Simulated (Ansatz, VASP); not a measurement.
# WS2 (Tungstenite): VASP beside Ansatz, part 3 of 3

Aim: how closely do two programs agree when they are given the same cell, functional and k mesh? The cell is taken from a series of runs on this material, whose earlier steps may have relaxed, scaled, displaced or heated it; both programs get it as it stands.

VASP 6.6.1 and Ansatz 0.2.0.

So far: Set-up; Ansatz: dielectric response, LDA; VASP: dielectric response, LDA; Comparison.

### Step 5. VASP: dielectric response, PBEsol

Level of this step: PBEsol, no spin polarisation; plane waves and PAW (W, S) (VASP).

The response to a field tests empty states and converges slowly with the mesh.

Contents of INCAR:

```
SYSTEM = WS2
PREC = Accurate
ENCUT = 520
EDIFF = 1E-08
NELM = 120
ISMEAR = 0
SIGMA = 0.01
LREAL = .FALSE.
ALGO = Normal
GGA = PS
NBANDS = 24
LASPH = .TRUE.
LORBIT = 11
LWAVE = .FALSE.
LCHARG = .FALSE.
ISIF = 2
LEPSILON = .TRUE.
GGA_COMPAT = .FALSE.
EFERMI = MIDGAP
KPAR = 2
```

Contents of POSCAR:

```
WS2
1.0
    3.1800000000      0.0000000000      0.0000000000
   -1.5900000000      2.7539607840      0.0000000000
    0.0000000000      0.0000000000     12.5000000000
W S
2 4
Direct
    0.3333333334      0.6666666668      0.2500000000
    0.6666666668      0.3333333334      0.7500000000
    0.3333333334      0.6666666668      0.6250000000
    0.6666666668      0.3333333334      0.1250000000
    0.3333333334      0.6666666668      0.8750000000
    0.6666666668      0.3333333334      0.3750000000
```

Contents of KPOINTS:

```
Automatic mesh
0
Gamma
9 9 2
0 0 0
```

Potentials, in the order of the species: W and S (PBE family, release 64).

On the command line:

```
$ mpirun -np 2 vasp_std
```

Numbers of over 12 decimals in the logs are rounded to 6 here.

The program printed:

```text
[banner, memory and clock lines left out]
running    2 mpi-ranks, on    1 nodes
[...]
[... a notice as in an earlier step ...]

 LDA part: xc-table for (Slater+PW92), standard interpolation
 POSCAR, INCAR and KPOINTS ok, starting setup
[...]
entering main loop
       N       E                     dE             d eps       ncg     rms          rms(c)
DAV:   1     0.184969546837E+03    0.18497E+03   -0.16124E+04  1152   0.132E+03
DAV:   2    -0.382111547556E+02   -0.22318E+03   -0.21484E+03  1568   0.283E+02
DAV:   3    -0.530772651372E+02   -0.14866E+02   -0.14763E+02  1576   0.709E+01
DAV:   4    -0.533813265816E+02   -0.30406E+00   -0.30319E+00  1568   0.112E+01
[...]
DAV:  16    -0.506383016874E+02   -0.81894E-07   -0.11487E-07  1448   0.171E-03    0.554E-04
DAV:  17    -0.506383016745E+02    0.12948E-07   -0.21295E-08  1264   0.804E-04    0.623E-04
DAV:  18    -0.506383016689E+02    0.56434E-08   -0.36240E-09   960   0.461E-04
   1 F= -.50638302E+02 E0= -.50638302E+02  d E =0.000000E+00
[...]
RMM:  12    -0.414551216522E+01    0.53631E-06    0.12292E-06  4137   0.313E-04    0.154E-05
RMM:  13    -0.414551258885E+01   -0.42363E-06    0.93433E-07  2915   0.223E-04    0.745E-06
 change of polarisation eV/A/(eV/A) component  2 :    -0.321     7.823     0.000
 dielectric tensor                  component  2 :    -0.531    13.932     0.000
 Linear response to external field, progress :
  Direction:   3
       N       E                     dE             d eps       ncg     rms          rms(c)
RMM:   1    -0.228198615875E+01   -0.22820E+01   -0.10424E+01  2252   0.778E+00
RMM:   2    -0.240571934781E+01   -0.12373E+00   -0.79526E-02  1843   0.142E+00    0.467E+00
RMM:   3    -0.161830102061E+01    0.78742E+00   -0.43684E+00  1852   0.533E+00    0.191E+00
RMM:   4    -0.152236418858E+01    0.95937E-01   -0.50132E-01  2058   0.181E+00    0.996E-01
[...]
RMM:  15    -0.155146282306E+01   -0.59899E-06   -0.38481E-06  2106   0.266E-04    0.315E-04
RMM:  16    -0.155146422268E+01   -0.13996E-05    0.55925E-06  2220   0.269E-04    0.786E-05
RMM:  17    -0.155146439974E+01   -0.17706E-06    0.23927E-07  1606   0.172E-04    0.759E-06
 change of polarisation eV/A/(eV/A) component  3 :     0.000     0.000     2.920
 dielectric tensor                  component  3 :     0.000     0.000     5.827
 Born effective charges drift removed
```

OUTCAR, selected parts (step 5):

```text
  Total       -2.7379368     -2.7379368     -0.9699474      0.0000000      0.0000000     -0.0000000
  in kB      -40.0718242    -40.0718242    -14.1959308      0.0000000      0.0000000     -0.0000000
  external PRESSURE =     -31.4465264 kB  Pullay stress =       0.0000000 kB

 POSITION                                       TOTAL-FORCE (eV/Angst)
 -----------------------------------------------------------------------------------
      0.00000      1.83597      3.12500        -0.000000     -0.000000     -0.000000
      1.59000      0.91799      9.37500        -0.000000      0.000000     -0.000000
      0.00000      1.83597      7.81250        -0.000000      0.000000      0.181196
      1.59000      0.91799      1.56250         0.000000     -0.000000      0.181196
      0.00000      1.83597     10.93750        -0.000000      0.000000     -0.181196
      1.59000      0.91799      4.68750         0.000000     -0.000000     -0.181196
 -----------------------------------------------------------------------------------
    total drift:                               -0.000000     -0.000000      0.000000

 MACROSCOPIC STATIC DIELECTRIC TENSOR (including local field effects in DFT)
 ------------------------------------------------------
          13.931618    -0.000000     0.000000
           0.000000    13.931618     0.000000
           0.000000     0.000000     5.827232
 ------------------------------------------------------

[... 2 parts as in an earlier step ...]
```

### Step 6. Ansatz: dielectric response, PBEsol

The same cell, functional and mesh now go to Ansatz, which takes its cutoff from its data sets.

The cell is taken from a series of runs on this material, whose earlier steps may have relaxed, scaled, displaced or heated it; both programs get it as it stands.

Contents of input.yaml:

```yaml
crystal:
  lattice:
    - [3.18, 0.0, 0.0]
    - [-1.59, 2.753960784, 0.0]
    - [0.0, 0.0, 12.5]
  atoms:
    - { symbol: W, position: [0.3333333333, 0.6666666667, 0.25] }
    - { symbol: W, position: [0.6666666667, 0.3333333333, 0.75] }
    - { symbol: S, position: [0.3333333333, 0.6666666667, 0.625] }
    - { symbol: S, position: [0.6666666667, 0.3333333333, 0.125] }
    - { symbol: S, position: [0.3333333333, 0.6666666667, 0.875] }
    - { symbol: S, position: [0.6666666667, 0.3333333333, 0.375] }
kpoints:
  mp_grid: { grid: [9, 9, 2] }
hamiltonian:
  xc: pbesol
scf:
  occupations: { method: fixed }
dielectric: {}
```

On the command line:

```
$ ansatz run input.yaml --threads 2 --pin off --max-ram 92160MiB --backend cuda --devices 1 --max-vram 13GiB --events-out ev --progress --plain --runs-dir out
```

The program printed:

```text
GPUs: using 1 of 1 available (devices: 1).
[...]
GPU FFT provider: cuFFT
GPU libraries: cuBLAS 13.8.2, cuFFT 12.4.0, cuSOLVER 12.3.4
Crystal: 6 atoms, lattice volume = 109.470 Å³
Basis set: ecut = 420 eV, 2129 PW (Γ), exchange–correlation on 48×48×180 points (8 copies of the dense FFT grid, shifted against one another)
Bands: 32, of which v1, the nominal top of the filled ones, is band 26 counted from 1 (25 counted from 0)
[...]
0.00000   -0.61165   -0.00000
        -0.00000    0.00000   -0.47697
    site 1:
        -0.61165   -0.00000    0.00000
        -0.00000   -0.61165   -0.00000
[...]
site 2:
[...]
site 3:
[...]
site 4:
[...]
0.00000   -0.00000    0.23849
    site 5:
         0.30582    0.00000   -0.00000
         0.00000    0.30582    0.00000
        -0.00000    0.00000    0.23849
  Z* charge neutrality: 1.739e-2 e pre-enforcement
[...]
[key lines of the parts left out:]
SCF converged after 9 iterations
Free energy (F): -24058.133666 eV
Fermi energy:    11.161234 eV
```

### Step 7. Differences

What differs besides the data sets and the points named for the pairs above, as far as they apply: the data sets hold 52 valence electrons in Ansatz (on its default PAW (the set named soft_2) files) and 36 in VASP; Ansatz makes its cores anew for this functional, VASP keeps those of its PBE data sets. Total energies have different zeros and are not compared.

Compared:

```
                                    quantity  Ansatz   VASP  difference
                                       ε∞ xx   13.87  13.93     -0.45 %
                                       ε∞ yy   13.87  13.93     -0.45 %
                                       ε∞ zz    5.81   5.83     -0.25 %
Born charge of W1 (mean of the diagonal) (e)   -0.57  -0.57       +0.01
Born charge of S3 (mean of the diagonal) (e)    0.28   0.29        0.00
```

### Step 8. Results

* difference in ε∞ zz (dielectric response, LDA): -0.38 %
* difference in ε∞ xx (dielectric response, PBEsol): -0.45 %

In words: The difference in ε∞ xx is -0.45 % (dielectric response, PBEsol), within the 5 % picked in this series as the mark of a large difference. The data sets hold unlike numbers of valence electrons (52 in Ansatz and 36 in VASP), so part of the differences comes from the potentials. How closely two codes agree says nothing of how well the functional describes the real material.

[Lines on the potential files, build, host, timing and source positions are cut from VASP's logs without a mark.]

[Logs are printed without paths, hosts, clocks, repeated set-up lines and the standing remarks that a program may print on its own settings, such as how far it seeks lower states.]

[Hosts, paths, dates, database ids (printed as entryN), source tags and the programs' standing remarks are cut or masked in the printed files.]
